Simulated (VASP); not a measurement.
Given:

```yaml
crystal:
  lattice:
    - [5.96574, 0.00000, 0.00000]
    - [0.00000, 5.96574, 0.00000]
    - [0.00000, 0.00000, 5.95495]
  atoms:
    - { symbol: Hg, position: [0.00000, 0.00000, 0.00000] }
    - { symbol: Hg, position: [0.50000, 0.50000, 0.00000] }
    - { symbol: S, position: [0.25000, 0.25000, 0.25357] }
    - { symbol: S, position: [0.75000, 0.75000, 0.25357] }
    - { symbol: S, position: [0.75000, 0.25000, 0.74643] }
    - { symbol: S, position: [0.25000, 0.75000, 0.74643] }
    - { symbol: Cd, position: [0.50000, 0.00000, 0.50000] }
    - { symbol: Cd, position: [0.00000, 0.50000, 0.50000] }
```

All values below come from PBE GGA, VASP's PBE PAW potentials (set 64) (plane waves; VASP). Numerical set-up: 400 eV cut-off, 4×4×4 Γ-centred mesh, Gaussian smearing of 0.050 eV, potentials Hg S Cd.

Unless said otherwise, spin-orbit coupling is left out, though it shifts the bands of the heavy elements here.

Q: What does the run give for the energy per atom (σ→0), band gap (on the k-mesh) with the smallest direct gap where there is one?

A: 
- band gap (on the k-mesh) = 0.22 eV
- smallest direct gap (on the k-mesh) = 0.22 eV
- energy per atom (σ→0) = -2.671 eV/atom

The absolute energy has meaning only against runs of the same code, potentials and settings.

The structure was generated: Cd2Hg2S4 was put into an ordered model structure (P-4m2), which need not be its known phase. It was relaxed first, which changed the volume by +7 %.
